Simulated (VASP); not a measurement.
**Li2Pd: accuracy against cost in the k-mesh and SCF solver**

Aim: find what the k-mesh and SCF solver change for Li2Pd, and what they cost. The series runs use LDA. The k-mesh tried: 2 2 2; 3 3 3; 3 3 4; 4 4 6; 5 5 7; 7 7 10; 9 9 12; 11 11 15. The SCF solver tried: ALGO = Normal; ALGO = Fast; ALGO = VeryFast; ALGO = All; ALGO = Damped; AMIX = 0.1, BMIX = 0.01; AMIX = 0.8; IMIX = 1, AMIX = 0.2. The atoms of the start are displaced at random from the sites of a P6/mmm cell.

Method: LDA; plane waves and PAW (Li_sv, Pd), in VASP 6.6.1.

Most raw output is cut from this account.

## (1) Set-up

Symmetry: P1, No. 1, triclinic system. The conventional cell has a = 2.724 Å, b = 4.222 Å, c = 4.222 Å, α = 120.00°, β = 90.00°, γ = 90.00°. Nearest to Li lie 5 Li at 2.42 to 2.72 Å and 6 Pd at 2.78 to 2.81 Å. Nearest to Li lie 5 Li at 2.42 to 2.72 Å and 6 Pd at 2.76 to 2.83 Å. Pd has 2 Pd at 2.72 Å and 12 Li at 2.76 to 2.83 Å nearest. Farther neighbours are not listed.

As a file:

```cif
data_structure
_symmetry_space_group_name_H-M 'P 1'
_symmetry_Int_Tables_number 1
_cell_length_a 4.2220
_cell_length_b 4.2220
_cell_length_c 2.7240
_cell_angle_alpha 90.000
_cell_angle_beta 90.000
_cell_angle_gamma 120.000
_cell_volume 42.05
loop_
_atom_site_label
_atom_site_type_symbol
_atom_site_fract_x
_atom_site_fract_y
_atom_site_fract_z
_atom_site_occupancy
Li1 Li 0.34603 0.67151 0.48901 1
Li2 Li 0.67618 0.33385 0.51568 1
Pd3 Pd 0.00947 0.00191 0.99422 1
```

## (2) K-mesh: 2 2 2

The sum over the zone converges with the mesh, fast for insulators and slowly for metals. LDA, the lowest rung, knows the local density alone.

Input file INCAR:

```
SYSTEM = Li2Pd
PREC = Accurate
ENCUT = 650
EDIFF = 1E-06
NELM = 100
ISMEAR = -1
SIGMA = 0.05
LREAL = .FALSE.
ALGO = Normal
GGA = CA
NBANDS = 14
LASPH = .TRUE.
LORBIT = 11
LWAVE = .FALSE.
LCHARG = .FALSE.
NCORE = 4
ISIF = 2
```

Input file POSCAR:

```
Li2Pd
1.0
    4.2220000000      0.0000000000      0.0000000000
   -2.1110000000      3.6563592548      0.0000000000
    0.0000000000      0.0000000000      2.7240000000
Li Pd
2 1
Direct
    0.3460310000      0.6715150000      0.4890080000
    0.6761810000      0.3338530000      0.5156800000
    0.0094720000      0.0019060000     -0.0057770000
```

Input file KPOINTS:

```
Automatic mesh
0
Gamma
2 2 2
0 0 0
```

Potentials, in the order of the species: Li_sv and Pd (PBE family, release 64).

Launch:

```console
$ mpirun -np 4 vasp_std
```

Elapsed: 2.4 s, on 4 MPI ranks of Intel Xeon Platinum 8375C at 2.90GHz (Ice Lake), shared host; peak memory 0.41 GiB; 7 s of CPU time.

The PAW data sets were made with PBE, though LDA sets exist; this is a small mismatch.

Numbers from this step:

| Property | Result |
| --- | --- |
| SCF cycles | 11 |
| electrons | 16 |
| bands | 14 |
| irreducible k-points | 8 |
| symmetry operations | 1 |
| free energy (TOTEN) | -10.85 eV |
| energy at zero smearing | -10.84 eV |
| Fermi energy | 4.884 eV |
| pressure | 1.636 GPa |
| metallic | yes |

The series starts at -3.6143 eV an atom and 1.64 GPa, after 11 cycles in 2.4 s.

## (3) K-mesh: 3 3 3

Changes to INCAR since step 2:

```diff
@@ -15,3 +15,4 @@
 LCHARG = .FALSE.
-NCORE = 4
+KPAR = 2
+NCORE = 2
 ISIF = 2
```

POSCAR is that of step 2.

Input file KPOINTS:

```
Automatic mesh
0
Gamma
3 3 3
0 0 0
```

Launch:

```console
$ mpirun -np 4 vasp_std
```

Elapsed: 4.4 s, on 4 MPI ranks; peak memory 0.53 GiB; 14 s of CPU time.

The gap is read on the k-mesh alone, so it is an upper bound where the band edges lie off the mesh. Spin-orbit coupling is off here; it would split degenerate levels.

Against the run before the energy moves by -189.98 meV an atom and the pressure by -4.68 GPa, after 13 cycles in 4.4 s.

## (4) K-mesh: 3 3 4

Changes to INCAR since step 3:

```diff
@@ -15,4 +15,3 @@
 LCHARG = .FALSE.
-KPAR = 2
-NCORE = 2
+KPAR = 4
 ISIF = 2
```

POSCAR is that of step 3.

Input file KPOINTS:

```
Automatic mesh
0
Gamma
3 3 4
0 0 0
```

Launch:

```console
$ mpirun -np 4 vasp_std
```

Run time: 6.6 s. Hardware: 4 MPI ranks; peak memory 0.6 GiB; 23 s of CPU time.

Against the run before the energy moves by -117.51 meV an atom and the pressure by -2.22 GPa, after 12 cycles in 6.6 s.

## (5) K-mesh: 4 4 6

INCAR is that of step 4.

POSCAR is that of step 4.

Input file KPOINTS:

```
Automatic mesh
0
Gamma
4 4 6
0 0 0
```

Launch:

```console
$ mpirun -np 4 vasp_std
```

Elapsed: 12 s, on 4 MPI ranks; peak memory 0.69 GiB; 46 s of CPU time.

Against the run before the energy moves by +2.85 meV an atom and the pressure by +0.42 GPa, after 12 cycles in 12 s.

## (6) K-mesh: 5 5 7

INCAR is that of step 5.

POSCAR is that of step 5.

Input file KPOINTS:

```
Automatic mesh
0
Gamma
5 5 7
0 0 0
```

Launch:

```console
$ mpirun -np 4 vasp_std
```

It took 19 s on 4 MPI ranks; peak memory 0.79 GiB.

Against the run before the energy moves by +43.43 meV an atom and the pressure by +0.57 GPa, after 12 cycles in 19 s.

## (7) K-mesh: 7 7 10

INCAR is that of step 6.

POSCAR is that of step 6.

Input file KPOINTS:

```
Automatic mesh
0
Gamma
7 7 10
0 0 0
```

Launch:

```console
$ mpirun -np 4 vasp_std
```

It took 42 s on 4 MPI ranks; peak memory 1.2 GiB; 2.7 min of CPU time.

Against the run before the energy moves by -12.99 meV an atom and the pressure by -0.24 GPa, after 12 cycles in 42 s.

## (8) K-mesh: 9 9 12

INCAR is that of step 7.

POSCAR is that of step 7.

Input file KPOINTS:

```
Automatic mesh
0
Gamma
9 9 12
0 0 0
```

Launch:

```console
$ mpirun -np 4 vasp_std
```

Wall time 70 s (4 MPI ranks); peak memory 1.9 GiB; 4.6 min of CPU time.

Against the run before the energy moves by -2.18 meV an atom while the pressure stays within 0.01 GPa, after 12 cycles in 70 s.

## (9) K-mesh: 11 11 15

INCAR is that of step 8.

POSCAR is that of step 8.

Input file KPOINTS:

```
Automatic mesh
0
Gamma
11 11 15
0 0 0
```

Launch:

```console
$ mpirun -np 4 vasp_std
```

Run time: 2.1 min. Hardware: 4 MPI ranks; peak memory 3 GiB; 8.4 min of CPU time.

Against the run before the energy moves by -3.65 meV an atom and the pressure by -0.09 GPa, after 12 cycles in 2.1 min.

## (10) The k-mesh series as a table

This step: convergence of LDA results with the mesh; plane waves and PAW (VASP 6.6.1).

No new run; the numbers come from the runs before.

Differences are taken from the run with 11 11 15. Results of the series, by row:

| setting | status | energy less the reference (meV/atom) | pressure (GPa) | largest force difference (meV/Å) | gap (eV) | SCF cycles | wall time (s) |
| --- | --- | --- | --- | --- | --- | --- | --- |
| 2 2 2 | converged | 280 | 1.636 | 87.33 | 0 | 11 | 2.4 |
| 3 3 3 | converged | 90.05 | -3.048 | 6.82 | 0.0844 | 13 | 4.4 |
| 3 3 4 | converged | -27.46 | -5.267 | 5.757 | 0 | 12 | 6.6 |
| 4 4 6 | converged | -24.62 | -4.845 | 3.547 | 0 | 12 | 12.4 |
| 5 5 7 | converged | 18.82 | -4.275 | 6.078 | 0 | 12 | 18.6 |
| 7 7 10 | converged | 5.831 | -4.516 | 3.777 | 0 | 12 | 42 |
| 9 9 12 | converged | 3.649 | -4.515 | 2.647 | 0 | 12 | 70 |
| 11 11 15 | converged | 0 | -4.605 | 0 | 0 | 12 | 127 |

## (11) SCF solver: ALGO = Normal

This step: LDA; plane waves and PAW (Li_sv, Pd) (VASP 6.6.1).

All solvers should reach one answer; they differ in cycles and robustness.

INCAR is that of step 9.

POSCAR is that of step 9.

Input file KPOINTS:

```
Automatic mesh
0
Gamma
7 7 10
0 0 0
```

Launch:

```console
$ mpirun -np 4 vasp_std
```

Wall time 36 s (4 MPI ranks); peak memory 1.2 GiB.

The k-mesh is coarse for a metal.

Numbers from this step:

* irreducible k-points: 246
* free energy (TOTEN): -11.67 eV
* energy at zero smearing: -11.67 eV
* Fermi energy: 4.221 eV
* pressure: -4.516 GPa

The series starts at -3.8885 eV an atom and -4.52 GPa, after 12 cycles in 36 s.

## (12) SCF solver: ALGO = Fast

Changes to INCAR since step 11:

```diff
@@ -8,3 +8,3 @@
 LREAL = .FALSE.
-ALGO = Normal
+ALGO = Fast
 GGA = CA
```

POSCAR is that of step 11.

KPOINTS is that of step 11.

Launch:

```console
$ mpirun -np 4 vasp_std
```

Run time: 56 s. Hardware: 4 MPI ranks; peak memory 1.2 GiB; 3.7 min of CPU time.

Against the first of the series the energy stays within 0.01 meV an atom; the pressure moves by -0.02 GPa, after 17 cycles in 56 s.

## (13) SCF solver: ALGO = VeryFast

Changes to INCAR since step 12:

```diff
@@ -8,3 +8,3 @@
 LREAL = .FALSE.
-ALGO = Fast
+ALGO = VeryFast
 GGA = CA
```

POSCAR is that of step 12.

KPOINTS is that of step 12.

Launch:

```console
$ mpirun -np 4 vasp_std
```

Elapsed: 2.6 min, on 4 MPI ranks; peak memory 1.2 GiB; 10 min of CPU time.

Against the first of the series the energy moves by +40.42 meV an atom and the pressure by +0.47 GPa, after 55 cycles in 2.6 min.

## (14) SCF solver: ALGO = All

Changes to INCAR since step 13:

```diff
@@ -8,3 +8,3 @@
 LREAL = .FALSE.
-ALGO = VeryFast
+ALGO = All
 GGA = CA
```

POSCAR is that of step 13.

KPOINTS is that of step 13.

Launch:

```console
$ mpirun -np 4 vasp_std
```

Elapsed: 39 s, on 4 MPI ranks; peak memory 1.9 GiB.

Against the first of the series the energy stays within 0.01 meV an atom; the pressure moves by -0.02 GPa, after 16 cycles in 39 s.

## (15) SCF solver: ALGO = Damped

Changes to INCAR since step 14:

```diff
@@ -8,3 +8,3 @@
 LREAL = .FALSE.
-ALGO = All
+ALGO = Damped
 GGA = CA
```

POSCAR is that of step 14.

KPOINTS is that of step 14.

Launch:

```console
$ mpirun -np 4 vasp_std
```

It took 77 s on 4 MPI ranks; peak memory 1.9 GiB.

Against the first of the series the energy moves by +0.01 meV an atom and the pressure by -0.03 GPa, after 41 cycles in 77 s.

## (16) SCF solver: AMIX = 0.1, BMIX = 0.01

Changes to INCAR since step 15:

```diff
@@ -8,3 +8,3 @@
 LREAL = .FALSE.
-ALGO = Damped
+ALGO = Normal
 GGA = CA
@@ -17 +17,3 @@
 ISIF = 2
+AMIX = 0.1
+BMIX = 0.01
```

POSCAR is that of step 15.

KPOINTS is that of step 15.

Launch:

```console
$ mpirun -np 4 vasp_std
```

Run time: 47 s. Hardware: 4 MPI ranks; peak memory 1.2 GiB.

Against the first of the series the energy stays within 0.01 meV an atom and the pressure within 0.01 GPa, after 14 cycles in 47 s.

## (17) SCF solver: AMIX = 0.8

Changes to INCAR since step 16:

```diff
@@ -17,3 +17,2 @@
 ISIF = 2
-AMIX = 0.1
-BMIX = 0.01
+AMIX = 0.8
```

POSCAR is that of step 16.

KPOINTS is that of step 16.

Launch:

```console
$ mpirun -np 4 vasp_std
```

Elapsed: 39 s, on 4 MPI ranks; peak memory 1.2 GiB; 2.5 min of CPU time.

Against the first of the series the energy stays within 0.01 meV an atom; the pressure moves by +0.02 GPa, after 13 cycles in 39 s.

## (18) SCF solver: IMIX = 1, AMIX = 0.2

Changes to INCAR since step 17:

```diff
@@ -17,2 +17,3 @@
 ISIF = 2
-AMIX = 0.8
+IMIX = 1
+AMIX = 0.2
```

POSCAR is that of step 17.

KPOINTS is that of step 17.

Launch:

```console
$ mpirun -np 4 vasp_std
```

It took 91 s on 4 MPI ranks; peak memory 1.2 GiB; 6 min of CPU time.

Against the first of the series the energy stays within 0.01 meV an atom; the pressure moves by -0.01 GPa, after 27 cycles in 91 s.

## (19) The SCF solver series as a table

This step: convergence of LDA results with the solver; plane waves and PAW (VASP 6.6.1).

Derived from the runs above.

Differences are taken from the run with ALGO = Normal. Results of the series, by row:

| setting | status | energy less the reference (meV/atom) | pressure (GPa) | largest force difference (meV/Å) | SCF cycles | wall time (s) |
| --- | --- | --- | --- | --- | --- | --- |
| ALGO = Normal | converged | 0 | -4.516 | 0 | 12 | 36 |
| ALGO = Fast | converged | 5.40e-4 | -4.54 | 0.076 | 17 | 56 |
| ALGO = VeryFast | converged | 40.42 | -4.049 | 7.402 | 55 | 159 |
| ALGO = All | converged | -3.43e-4 | -4.539 | 0.119 | 16 | 39 |
| ALGO = Damped | converged | 0.01146 | -4.543 | 0.139 | 41 | 77 |
| AMIX = 0.1, BMIX = 0.01 | converged | -2.20e-4 | -4.518 | 0.554 | 14 | 47 |
| AMIX = 0.8 | converged | -2.57e-4 | -4.5 | 0.116 | 13 | 39 |
| IMIX = 1, AMIX = 0.2 | converged | -7.73e-4 | -4.524 | 0.079 | 27 | 91 |

## (20) Results

```yaml
k_mesh_from_which_the_energy_stays_within_10_mev_atom_of_the_reference: 7 7 10
k_mesh_from_which_the_energy_stays_within_1_mev_atom_of_the_reference: none before the reference itself
k_mesh_from_which_the_pressure_stays_within_0p2_gpa_of_the_reference: 7 7 10
spread_of_the_pressure_over_the_k_mesh: 6.90 GPa
spread_of_the_energy_over_the_k_mesh: 307 meV/atom
fewest_scf_cycles: ALGO = Normal (12)
most_scf_cycles_among_converged_runs: ALGO = VeryFast (55)
spread_of_the_pressure_over_the_scf_solver: 0.493 GPa
spread_of_the_energy_over_the_scf_solver: 40.4 meV/atom
```

No run before the reference (11 11 15) settles within 1 meV an atom of it; the nearest step is off by +3.6 meV an atom, +0.09 GPa, 2.6 meV/Å in forces. The pressure holds within 0.2 GPa from 7 7 10 on. The energy swings above and below the reference, since the sum over k-points is not variational. A metal's Fermi surface slows this convergence. Among the SCF solver, ALGO = VeryFast moves the energy most against ALGO = Normal (+40.4 meV an atom, 7.4 meV/Å in forces), and ALGO = VeryFast the pressure (+0.47 GPa). No setting beats the 36 s of ALGO = Normal by a fifth or more; the slowest converged run is ALGO = VeryFast, at 2.6 min. On a shared host such times are rough. A difference of this size means that a solver ended in another electronic state, or stopped short of the minimum. Differences are taken from the run with 11 11 15, which is itself not the exact limit. The runs at 2 2 2; 3 3 3 are over 30 meV an atom or 2 GPa off and describe the material poorly.

[Lines on the potential files, build, host, timing and source positions are cut from VASP's logs without a mark.]

[Logs are printed without paths, hosts, clocks, repeated set-up lines and the standing remarks that a program may print on its own settings, such as how far it seeks lower states.]

[Hosts, paths, dates, database ids (printed as entryN), source tags and the programs' standing remarks are cut or masked in the printed files.]

[A measured line is paired with the nearest computed mode of its activity, which favours agreement.]

[In band tables of VASP the shares of atoms and orbitals are scaled to a sum of 1 inside the atoms' spheres.]
